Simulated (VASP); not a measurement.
OSZICAR of a VASP run on Lu (space group P6_3/mmc):

**OSZICAR**
```
       N       E                     dE             d eps       ncg     rms          rms(c)
DAV:   1     0.238120645792E+03    0.23812E+03   -0.12400E+04  3260   0.159E+03
DAV:   2     0.164021852139E+02   -0.22172E+03   -0.21771E+03  3112   0.136E+03
DAV:   3    -0.120537995738E+02   -0.28456E+02   -0.26995E+02  3352   0.376E+02
DAV:   4    -0.177661182158E+02   -0.57123E+01   -0.52927E+01  3224   0.122E+02
DAV:   5    -0.188136402955E+02   -0.10475E+01   -0.95449E+00  3144   0.541E+01    0.366E+01
DAV:   6    -0.190110205873E+02   -0.19738E+00   -0.21637E+00  3192   0.229E+01    0.220E+01
DAV:   7    -0.190778113515E+02   -0.66791E-01   -0.55264E-01  3152   0.110E+01    0.892E+00
DAV:   8    -0.190981926340E+02   -0.20381E-01   -0.15719E-01  3448   0.534E+00    0.467E-01
DAV:   9    -0.191022432678E+02   -0.40506E-02   -0.46971E-02  3104   0.228E+00    0.159E-01
DAV:  10    -0.191038052912E+02   -0.15620E-02   -0.15578E-02  3048   0.110E+00    0.633E-02
DAV:  11    -0.191043478632E+02   -0.54257E-03   -0.53147E-03  3416   0.589E-01    0.240E-02
DAV:  12    -0.191045426960E+02   -0.19483E-03   -0.19597E-03  2768   0.281E-01    0.136E-02
DAV:  13    -0.191046126724E+02   -0.69976E-04   -0.71395E-04  2056   0.164E-01    0.609E-03
DAV:  14    -0.191046391563E+02   -0.26484E-04   -0.26123E-04  1784   0.986E-02    0.288E-03
DAV:  15    -0.191046488088E+02   -0.96525E-05   -0.94973E-05  1648   0.600E-02    0.204E-03
DAV:  16    -0.191046523527E+02   -0.35439E-05   -0.34260E-05  1616   0.429E-02    0.787E-04
DAV:  17    -0.191046535759E+02   -0.12232E-05   -0.12041E-05  1600   0.288E-02    0.308E-04
DAV:  18    -0.191046540195E+02   -0.44355E-06   -0.43294E-06  1592   0.251E-02
   1 F= -.19104654E+02 E0= -.19090273E+02  d E =-.287611E-01  mag=     0.0000    -0.0000     0.0000
```

Problem. Which electronic solver shows in the log?

Solution. It is blocked Davidson (ALGO = Normal, or the opening steps of other solvers). The INCAR had ALGO = Normal.

Problem. How was spin treated?

Solution. With non-collinear spinors: mag has three components.

Problem. Can the final energy be trusted as converged?

Solution. Self-consistency was reached. It stopped with EDIFF = 1E-6, NELM = 100 (PBE GGA with spin-orbit coupling, plane waves, VASP's PBE PAW potentials (set 64)).

The structure was generated: Lu was put into an ordered model structure, which need not be its known phase. The cell was not relaxed at this level. The run is one of a series of settings (GGA_COMPAT = .FALSE., LNONCOLLINEAR = .TRUE., LSORBIT = .TRUE., MAGMOM = 0.0 0.0 0.0 0.0 0.0 0.0 0.0 0.0 0.0 0.0 0.0 0.0, program vasp_ncl against the base run), some of them coarse on purpose.
